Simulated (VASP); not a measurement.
For cubic PbTe (rock salt), PBE GGA, VASP's PBE PAW potentials (set 64) in VASP gives ε∞ = 26.44, a static ε₀ = 396.70 and a transverse optical mode at 28 cm⁻¹.

Question: Estimate the longitudinal optical frequency at Γ.

Answer: By the Lyddane-Sachs-Teller relation, ω_LO = ω_TO √(ε₀/ε∞) = 28 × √(396.70/26.44) = 108 cm⁻¹.

The compound is PbTe in the rock salt structure. It was relaxed first.
